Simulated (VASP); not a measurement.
# A VASP study of GaP (PBE + D3(BJ)): structure first, properties next, part 3 of 7

What structure and properties does PBE + D3(BJ) give GaP, and how near are they to the measured ones? The start is a cell from a database of measured crystal structures.

VASP 6.6.1, plane waves and PAW; the level of theory is named at each step.

So far, gap on the k-mesh (eV): step 3 (full relaxation (PBE + D3(BJ))) 1.58.

## 6. Density of states (PBE + D3(BJ))

Level of this step: PBE with D3(BJ); plane waves and PAW (Ga_d, P) (VASP).

Here the states are counted by energy and projected on the atoms. The mesh is finer than in the run before.

INCAR reads:

```
SYSTEM = GaP
PREC = Accurate
ENCUT = 400
EDIFF = 1E-06
NELM = 100
ISMEAR = -5
SIGMA = 0.05
LREAL = .FALSE.
ALGO = Normal
GGA = PE
IVDW = 12
NBANDS = 21
LORBIT = 11
LWAVE = .FALSE.
LCHARG = .FALSE.
KPAR = 2
NEDOS = 2001
```

POSCAR reads:

```
GaP
1.0
    0.0000000000      2.7205627809      2.7205627809
    2.7205627809      0.0000000000      2.7205627809
    2.7205627809      2.7205627809      0.0000000000
Ga P
1 1
Direct
    0.0000000000      0.0000000000      0.0000000000
    0.2500000000      0.2500000000      0.2500000000
```

KPOINTS reads:

```
Automatic mesh
0
Gamma
11 11 11
0 0 0
```

The projector-augmented-wave data sets are Ga_d and P (PBE family, release 64).

Run with:

```console
$ mpirun -np 2 vasp_std
```

What it wrote:

```text
[... set-up lines as in an earlier step ...]
 entering main loop
       N       E                     dE             d eps       ncg     rms          rms(c)
DAV:   1     0.954144379991E+02    0.95414E+02   -0.72626E+03  2633   0.107E+03
DAV:   2     0.721943419117E-01   -0.95342E+02   -0.88706E+02  2529   0.286E+02
DAV:   3    -0.920758500640E+01   -0.92798E+01   -0.91913E+01  2743   0.613E+01
DAV:   4    -0.938132870437E+01   -0.17374E+00   -0.17361E+00  2771   0.874E+00
DAV:   5    -0.938346676993E+01   -0.21381E-02   -0.21380E-02  2726   0.973E-01    0.427E+00
DAV:   6    -0.913743290008E+01    0.24603E+00   -0.25043E-01  3484   0.791E+00    0.284E+00
DAV:   7    -0.911030904592E+01    0.27124E-01   -0.75600E-02  2769   0.156E+00    0.111E+00
DAV:   8    -0.911059868579E+01   -0.28964E-03   -0.11448E-02  2656   0.101E+00    0.225E-01
DAV:   9    -0.911101998743E+01   -0.42130E-03   -0.11620E-03  2743   0.367E-01    0.788E-02
DAV:  10    -0.911108735703E+01   -0.67370E-04   -0.87530E-05  3119   0.840E-02    0.389E-02
DAV:  11    -0.911115276937E+01   -0.65412E-04   -0.74808E-05  2517   0.562E-02    0.541E-03
DAV:  12    -0.911115275117E+01    0.18196E-07   -0.16781E-06  2814   0.114E-02
   1 F= -.97477004E+01 E0= -.97477004E+01  d E =0.000000E+00
```

Run time: 15 s. Hardware: 2 MPI ranks of Intel Xeon Platinum 8259CL at 2.50GHz (Skylake/Cascade Lake), shared host; peak memory 0.33 GiB.

From OUTCAR (step 6):

```text
   k-points           NKPTS =     56   k-points in BZ     NKDIM =     56   number of bands    NBANDS=     21

   NELECT =      18.0000    total number of electrons

 E-fermi :   4.7059

 k-point     1 :       0.0000    0.0000    0.0000
  band No.  band energies     occupation
    ...
      5      -9.7531      2.00000
      6      -7.8283      2.00000
      7       4.7041      2.00000
      8       4.7041      2.00000
      9       4.7041      2.00000
     10       6.5711      0.00000
     11       8.5896      0.00000
     12       8.5896      0.00000
     13       8.5896      0.00000
     14      13.5314      0.00000
    ...

 Edisp (eV)   -0.63655

  Total      -0.01177    -0.01177    -0.01177     0.00000     0.00000     0.00000
  in kB      -0.46842    -0.46842    -0.46842     0.00000     0.00000     0.00000
  external pressure =       -0.47 kB  Pullay stress =        0.00 kB

  FREE ENERGIE OF THE ION-ELECTRON SYSTEM (eV)
  ---------------------------------------------------
  free  energy   TOTEN  =        -9.7477003887 eV

  energy  without entropy=       -9.7477003887  energy(sigma->0) =       -9.74770039

[... 7 parts as in an earlier step ...]

[... 10 further parts left out ...]
```

This step gave:

```
irreducible k-points           : 56
free energy (TOTEN)            : -9.748 eV
Fermi energy                   : 4.706 eV
pressure                       : -0.04684 GPa
conduction bottom at k         : 0.4545, 0.4545, 0
gap on the k-mesh              : 1.595 eV
least direct gap on the k-mesh : 1.867 eV
```

The density of states has structure finer than the step of the table below, so its rows give means over 1 eV, whole bins alone (the curve runs from -12.0 to 9.49 eV). Peaks (eV: height): total -6.4: 2.91, 2.9: 2.13, 4.5: 2.20, 5.8: 1.66; P p -6.4: 0.426, -3.8: 0.303, -1.3: 0.458, 2.9: 0.248; Ga p -2.5: 0.281, 4.5: 0.427, 5.8: 0.318, 7.9: 0.261; Ga s -10.5: 0.124, -6.4: 1.02, 2.9: 0.368; P s -9.6: 0.669, -6.4: 0.108, 2.8: 0.139.

States under -12.0 eV and over 9.5 eV are left out. The density of states by energy, zero at the valence-band top; means over each step; values in states/eV/cell:

```csv
energy (eV),total,P p,Ga p,Ga s,P s
-11,0.617,0.00530,0.0167,0.0869,0.232
-10,1.11,0.00604,0.0539,0.0789,0.490
-9,0.0228,3.8e-5,0.00147,3.6e-4,0.0112
-8,0,0,0,0,0
-7,0.190,0.0275,0.00370,0.0765,0.00421
-6,1.12,0.165,0.0489,0.366,0.0615
-5,0.345,0.0552,0.0224,0.0843,0.0355
-4,0.627,0.139,0.0878,0.0437,0.0236
-3,1.25,0.323,0.207,0.0412,0.0205
-2,1.46,0.440,0.252,0.0242,0.0126
-1,0.913,0.317,0.145,0.00760,0.00447
0,0.0960,0.0377,0.0118,4.2e-4,2.7e-4
1,0,0,0,0,0
2,0.467,0.0339,0.0412,0.0668,0.0295
3,1.54,0.179,0.125,0.251,0.0919
4,1.04,0.112,0.171,0.0748,0.0446
5,1.50,0.176,0.280,0.0591,0.0260
6,1.30,0.161,0.255,0.0324,0.0238
7,0.853,0.112,0.168,0.0152,0.0211
8,1.25,0.155,0.188,0.0196,0.0215
```

The gap on this mesh is 1.59 eV. In the top eV of the valence band the largest shares in the PAW spheres are P p 37 % and Ga p 14 %; in the lowest eV of the conduction band, Ga s 15 %, Ga p 9 % and P p 8 %. The rest lies in smaller channels or between the spheres.

## 7. Volume scan with PBE + D3(BJ)

An equation of state needs energies on both sides of the minimum, all on one mesh and cutoff.

INCAR reads:

```
SYSTEM = GaP
PREC = Accurate
ENCUT = 400
EDIFF = 1E-06
NELM = 100
ISMEAR = 0
SIGMA = 0.05
LREAL = .FALSE.
ALGO = Normal
GGA = PE
IVDW = 12
NBANDS = 15
LORBIT = 11
LWAVE = .FALSE.
LCHARG = .FALSE.
KPAR = 2
ISIF = 2
```

POSCAR reads:

```
GaP
1.0
    0.0000000000      2.6650255081      2.6650255081
    2.6650255081      0.0000000000      2.6650255081
    2.6650255081      2.6650255081      0.0000000000
Ga P
1 1
Direct
    0.0000000000      0.0000000000      0.0000000000
    0.2500000000      0.2500000000      0.2500000000
```

KPOINTS reads:

```
Automatic mesh
0
Gamma
7 7 7
0 0 0
```

Run with:

```console
$ mpirun -np 2 vasp_std
```

What it wrote:

```text
[... set-up lines as in an earlier step ...]
 entering main loop
       N       E                     dE             d eps       ncg     rms          rms(c)
DAV:   1     0.678521541433E+02    0.67852E+02   -0.80069E+03   632   0.154E+03
DAV:   2    -0.462132184326E+01   -0.72473E+02   -0.69680E+02   691   0.270E+02
DAV:   3    -0.923766664677E+01   -0.46163E+01   -0.46035E+01   740   0.600E+01
DAV:   4    -0.930789584418E+01   -0.70229E-01   -0.70218E-01   713   0.798E+00
DAV:   5    -0.930956628849E+01   -0.16704E-02   -0.16704E-02   798   0.105E+00    0.459E+00
DAV:   6    -0.904765743679E+01    0.26191E+00   -0.40445E-01   914   0.120E+01    0.307E+00
DAV:   7    -0.901494686883E+01    0.32711E-01   -0.11380E-01   770   0.248E+00    0.119E+00
DAV:   8    -0.901508844829E+01   -0.14158E-03   -0.14905E-02   754   0.160E+00    0.239E-01
DAV:   9    -0.901545977886E+01   -0.37133E-03   -0.14110E-03   769   0.528E-01    0.752E-02
DAV:  10    -0.901551598987E+01   -0.56211E-04   -0.11270E-04   911   0.137E-01    0.321E-02
DAV:  11    -0.901557930509E+01   -0.63315E-04   -0.85741E-05   656   0.807E-02    0.488E-03
DAV:  12    -0.901557909589E+01    0.20920E-06   -0.25654E-06   723   0.231E-02
   1 F= -.96959635E+01 E0= -.96959635E+01  d E =-.102723E-10
```

Wall time 5.4 s (2 MPI ranks); peak memory 0.3 GiB.

Parts of OUTCAR (step 7):

```text
   ENCUT  =  400.0 eV  29.40 Ry    5.42 a.u.   6.15  6.15  6.15*2*pi/ulx,y,z

   NELECT =      18.0000    total number of electrons

 E-fermi :   5.5712

 k-point     1 :       0.0000    0.0000    0.0000
  band No.  band energies     occupation
    ...
      5      -9.1976      2.00000
      6      -7.6548      2.00000
      7       5.3651      2.00000
      8       5.3651      2.00000
      9       5.3651      2.00000
     10       7.7534      0.00000
     11       9.2238      0.00000
     12       9.2238      0.00000
     13       9.2238      0.00000
     14      14.4644      0.00000
    ...

 Edisp (eV)   -0.68038

  Total       1.39723     1.39723     1.39723     0.00000    -0.00000     0.00000
  in kB      59.13491    59.13491    59.13491     0.00000    -0.00000     0.00000
  external pressure =       59.13 kB  Pullay stress =        0.00 kB

 POSITION                                       TOTAL-FORCE (eV/Angst)
 -----------------------------------------------------------------------------------
      0.00000      0.00000      0.00000        -0.000000     -0.000000     -0.000000
      1.33251      1.33251      1.33251         0.000000      0.000000      0.000000
 -----------------------------------------------------------------------------------
    total drift:                                0.000002      0.000002      0.000002

  FREE ENERGIE OF THE ION-ELECTRON SYSTEM (eV)
  ---------------------------------------------------
  free  energy   TOTEN  =        -9.6959635319 eV

  energy  without entropy=       -9.6959635319  energy(sigma->0) =       -9.69596353

[... 4 parts as in an earlier step ...]

[... 12 further parts left out ...]
```

The scan keeps the cell's shape and the fractional positions fixed.

Numbers from this step:

```yaml
bands: 15
irreducible_k_points: 20
free_energy_toten: -9.696 eV
fermi_energy: 5.571 eV
pressure: 5.913 GPa
conduction_bottom_at_k: 0.4286, 0.4286, 0
gap_on_the_k_mesh: 1.460 eV
least_direct_gap_on_the_k_mesh: 2.388 eV
```

The pressure here is 5.91 GPa.

## 8. Volume scan with PBE + D3(BJ) (run 2)

INCAR is that of step 7.

POSCAR reads:

```
GaP
1.0
    0.0000000000      2.6837939117      2.6837939117
    2.6837939117      0.0000000000      2.6837939117
    2.6837939117      2.6837939117      0.0000000000
Ga P
1 1
Direct
    0.0000000000      0.0000000000      0.0000000000
    0.2500000000      0.2500000000      0.2500000000
```

KPOINTS is that of step 7.

Run with:

```console
$ mpirun -np 2 vasp_std
```

What it wrote:

```text
[... set-up lines as in an earlier step ...]
 entering main loop
       N       E                     dE             d eps       ncg     rms          rms(c)
DAV:   1     0.677761704782E+02    0.67776E+02   -0.81043E+03   616   0.151E+03
DAV:   2    -0.469730964810E+01   -0.72473E+02   -0.69157E+02   712   0.261E+02
DAV:   3    -0.927123072120E+01   -0.45739E+01   -0.45629E+01   712   0.594E+01
DAV:   4    -0.934196273097E+01   -0.70732E-01   -0.70718E-01   802   0.815E+00
DAV:   5    -0.934312582615E+01   -0.11631E-02   -0.11631E-02   712   0.839E-01    0.447E+00
DAV:   6    -0.908627605801E+01    0.25685E+00   -0.40319E-01   920   0.117E+01    0.298E+00
DAV:   7    -0.905543505511E+01    0.30841E-01   -0.10757E-01   776   0.237E+00    0.118E+00
DAV:   8    -0.905563693469E+01   -0.20188E-03   -0.14610E-02   733   0.157E+00    0.221E-01
DAV:   9    -0.905601522504E+01   -0.37829E-03   -0.14139E-03   741   0.532E-01    0.790E-02
DAV:  10    -0.905607514604E+01   -0.59921E-04   -0.11145E-04   962   0.129E-01    0.351E-02
DAV:  11    -0.905614081874E+01   -0.65673E-04   -0.88548E-05   663   0.816E-02    0.466E-03
DAV:  12    -0.905614061421E+01    0.20453E-06   -0.26662E-06   739   0.234E-02
   1 F= -.97213511E+01 E0= -.97213511E+01  d E =-.172330E-13
```

The job ended after 5.4 s (2 MPI ranks; peak memory 0.3 GiB; 9.8 s of CPU time).

From OUTCAR (step 8):

```text
   ENCUT  =  400.0 eV  29.40 Ry    5.42 a.u.   6.19  6.19  6.19*2*pi/ulx,y,z

   NELECT =      18.0000    total number of electrons

 E-fermi :   5.3780

 k-point     1 :       0.0000    0.0000    0.0000
  band No.  band energies     occupation
    ...
      5      -9.3887      2.00000
      6      -7.7139      2.00000
      7       5.1362      2.00000
      8       5.1362      2.00000
      9       5.1362      2.00000
     10       7.3455      0.00000
     11       9.0049      0.00000
     12       9.0049      0.00000
     13       9.0049      0.00000
     14      14.1413      0.00000
    ...

 Edisp (eV)   -0.66521

  Total       0.89550     0.89550     0.89550     0.00000     0.00000    -0.00000
  in kB      37.11086    37.11086    37.11086     0.00000     0.00000    -0.00000
  external pressure =       37.11 kB  Pullay stress =        0.00 kB

 POSITION                                       TOTAL-FORCE (eV/Angst)
 -----------------------------------------------------------------------------------
      0.00000      0.00000      0.00000         0.000000      0.000000      0.000000
      1.34190      1.34190      1.34190        -0.000000     -0.000000     -0.000000
 -----------------------------------------------------------------------------------
    total drift:                                0.000002      0.000002      0.000002

  FREE ENERGIE OF THE ION-ELECTRON SYSTEM (eV)
  ---------------------------------------------------
  free  energy   TOTEN  =        -9.7213511057 eV

  energy  without entropy=       -9.7213511057  energy(sigma->0) =       -9.72135111

[... 4 parts as in an earlier step ...]

[... 12 further parts left out ...]
```

Numbers from this step:

- free energy (TOTEN): -9.721 eV
- Fermi energy: 5.378 eV
- pressure: 3.711 GPa
- gap on the k-mesh: 1.502 eV
- least direct gap on the k-mesh: 2.209 eV

The pressure falls from 5.91 to 3.71 GPa.

The run ends at a pressure of 3.71 GPa.

## 9. Volume scan with PBE + D3(BJ) (run 3)

INCAR is that of step 8.

POSCAR reads:

```
GaP
1.0
    0.0000000000      2.7023034201      2.7023034201
    2.7023034201      0.0000000000      2.7023034201
    2.7023034201      2.7023034201      0.0000000000
Ga P
1 1
Direct
    0.0000000000      0.0000000000      0.0000000000
    0.2500000000      0.2500000000      0.2500000000
```

KPOINTS is that of step 8.

Run with:

```console
$ mpirun -np 2 vasp_std
```

What it wrote:

```text
[... set-up lines as in an earlier step ...]
 entering main loop
       N       E                     dE             d eps       ncg     rms          rms(c)
DAV:   1     0.725464120138E+02    0.72546E+02   -0.80450E+03   608   0.147E+03
DAV:   2    -0.383419063364E+01   -0.76381E+02   -0.73062E+02   649   0.282E+02
DAV:   3    -0.928339814125E+01   -0.54492E+01   -0.54304E+01   768   0.644E+01
DAV:   4    -0.936434491559E+01   -0.80947E-01   -0.80922E-01   700   0.827E+00
[...]
DAV:  10    -0.908567896400E+01   -0.63136E-04   -0.11086E-04   947   0.121E-01    0.382E-02
DAV:  11    -0.908574696825E+01   -0.68004E-04   -0.92860E-05   663   0.841E-02    0.484E-03
DAV:  12    -0.908574671042E+01    0.25783E-06   -0.27690E-06   746   0.235E-02
   1 F= -.97363573E+01 E0= -.97363573E+01  d E =-.294192E-17
```

Elapsed: 5.6 s, on 2 MPI ranks; peak memory 0.3 GiB.

OUTCAR, selected parts (step 9):

```text
 Edisp (eV)   -0.65061

  Total       0.42589     0.42589     0.42589     0.00000    -0.00000    -0.00000
  in kB      17.28942    17.28942    17.28942     0.00000    -0.00000    -0.00000
  external pressure =       17.29 kB  Pullay stress =        0.00 kB

 POSITION                                       TOTAL-FORCE (eV/Angst)
 -----------------------------------------------------------------------------------
      0.00000      0.00000      0.00000         0.000000      0.000000      0.000000
      1.35115      1.35115      1.35115        -0.000000     -0.000000     -0.000000
 -----------------------------------------------------------------------------------
    total drift:                                0.000002      0.000002      0.000002

  FREE ENERGIE OF THE ION-ELECTRON SYSTEM (eV)
  ---------------------------------------------------
  free  energy   TOTEN  =        -9.7363572649 eV

  energy  without entropy=       -9.7363572649  energy(sigma->0) =       -9.73635726

[... 1 part as in an earlier step ...]

[... 2 further parts left out ...]
[key lines of the parts left out:]
E-fermi :   5.2003
```

The pressure falls from 3.71 to 1.73 GPa.

The run ends at a pressure of 1.73 GPa.

## 10. Volume scan with PBE + D3(BJ) (run 4)

INCAR is that of step 9.

POSCAR reads:

```
GaP
1.0
    0.0000000000      2.7205627809      2.7205627809
    2.7205627809      0.0000000000      2.7205627809
    2.7205627809      2.7205627809      0.0000000000
Ga P
1 1
Direct
    0.0000000000      0.0000000000      0.0000000000
    0.2500000000      0.2500000000      0.2500000000
```

KPOINTS is that of step 9.

Run with:

```console
$ mpirun -np 2 vasp_std
```

What it wrote:

```text
[... set-up lines as in an earlier step ...]
 entering main loop
       N       E                     dE             d eps       ncg     rms          rms(c)
DAV:   1     0.694008280468E+02    0.69401E+02   -0.78531E+03   608   0.148E+03
DAV:   2    -0.436974241998E+01   -0.73771E+02   -0.70983E+02   670   0.271E+02
DAV:   3    -0.930094755827E+01   -0.49312E+01   -0.49155E+01   754   0.606E+01
DAV:   4    -0.937784161160E+01   -0.76894E-01   -0.76879E-01   721   0.831E+00
[...]
DAV:  10    -0.910507498909E+01   -0.67841E-04   -0.11082E-04   918   0.118E-01    0.400E-02
DAV:  11    -0.910514507049E+01   -0.70081E-04   -0.97069E-05   663   0.864E-02    0.491E-03
DAV:  12    -0.910514477644E+01    0.29405E-06   -0.28974E-06   739   0.239E-02
   1 F= -.97416924E+01 E0= -.97416924E+01  d E =-.402543E-12
```

Elapsed: 5.6 s, on 2 MPI ranks; peak memory 0.29 GiB; 10 s of CPU time.

OUTCAR, selected parts (step 10):

```text
 Edisp (eV)   -0.63655

  Total      -0.01271    -0.01271    -0.01271     0.00000     0.00000     0.00000
  in kB      -0.50548    -0.50548    -0.50548     0.00000     0.00000     0.00000
  external pressure =       -0.51 kB  Pullay stress =        0.00 kB

 POSITION                                       TOTAL-FORCE (eV/Angst)
 -----------------------------------------------------------------------------------
      0.00000      0.00000      0.00000         0.000000      0.000000     -0.000000
      1.36028      1.36028      1.36028        -0.000000     -0.000000      0.000000
 -----------------------------------------------------------------------------------
    total drift:                                0.000002      0.000002      0.000002

  FREE ENERGIE OF THE ION-ELECTRON SYSTEM (eV)
  ---------------------------------------------------
  free  energy   TOTEN  =        -9.7416924139 eV

  energy  without entropy=       -9.7416924139  energy(sigma->0) =       -9.74169241

[... 2 parts as in an earlier step ...]

[... 1 further part left out ...]
[key lines of the parts left out:]
E-fermi :   4.9324
```

The pressure falls from 1.73 to -0.05 GPa, so it vanishes between these two volumes.

## 11. Volume scan with PBE + D3(BJ) (run 5)

INCAR is that of step 10.

POSCAR reads:

```
GaP
1.0
    0.0000000000      2.7385802780      2.7385802780
    2.7385802780      0.0000000000      2.7385802780
    2.7385802780      2.7385802780      0.0000000000
Ga P
1 1
Direct
    0.0000000000      0.0000000000      0.0000000000
    0.2500000000      0.2500000000      0.2500000000
```

KPOINTS is that of step 10.

Run with:

```console
$ mpirun -np 2 vasp_std
```

What it wrote:

```text
[... set-up lines as in an earlier step ...]
 entering main loop
       N       E                     dE             d eps       ncg     rms          rms(c)
DAV:   1     0.696444573515E+02    0.69644E+02   -0.79674E+03   616   0.151E+03
DAV:   2    -0.411775380868E+01   -0.73762E+02   -0.70180E+02   684   0.270E+02
DAV:   3    -0.929751361228E+01   -0.51798E+01   -0.51618E+01   733   0.623E+01
DAV:   4    -0.938274585840E+01   -0.85232E-01   -0.85213E-01   723   0.846E+00
[...]
DAV:  10    -0.911566510225E+01   -0.71637E-04   -0.10975E-04   909   0.113E-01    0.414E-02
DAV:  11    -0.911573843539E+01   -0.73333E-04   -0.10218E-04   663   0.876E-02    0.495E-03
DAV:  12    -0.911573811598E+01    0.31941E-06   -0.30142E-06   711   0.238E-02
   1 F= -.97387355E+01 E0= -.97387355E+01  d E =-.119974E-15
```

It took 5.6 s on 2 MPI ranks; peak memory 0.3 GiB.

OUTCAR, selected parts (step 11):

```text
 Edisp (eV)   -0.62300

  Total      -0.42246    -0.42246    -0.42246    -0.00000    -0.00000     0.00000
  in kB     -16.47757   -16.47757   -16.47757    -0.00000    -0.00000     0.00000
  external pressure =      -16.48 kB  Pullay stress =        0.00 kB

 POSITION                                       TOTAL-FORCE (eV/Angst)
 -----------------------------------------------------------------------------------
      0.00000      0.00000      0.00000        -0.000000     -0.000000     -0.000000
      1.36929      1.36929      1.36929         0.000000      0.000000      0.000000
 -----------------------------------------------------------------------------------
    total drift:                                0.000003      0.000003      0.000003

  FREE ENERGIE OF THE ION-ELECTRON SYSTEM (eV)
  ---------------------------------------------------
  free  energy   TOTEN  =        -9.7387355014 eV

  energy  without entropy=       -9.7387355014  energy(sigma->0) =       -9.73873550

[... 1 part as in an earlier step ...]

[... 2 further parts left out ...]
[key lines of the parts left out:]
E-fermi :   4.7726
```

The pressure falls from -0.05 to -1.65 GPa.

The run ends at a pressure of -1.65 GPa.

(Part 3 of 7 ends here.)

[Lines on the potential files, build, host, timing and source positions are cut from VASP's logs without a mark.]

[Logs are printed without paths, hosts, clocks, repeated set-up lines and the standing remarks that a program may print on its own settings, such as how far it seeks lower states.]

[Hosts, paths, dates, database ids (printed as entryN), source tags and the programs' standing remarks are cut or masked in the printed files.]

[A measured line is paired with the nearest computed mode of its activity, which favours agreement.]
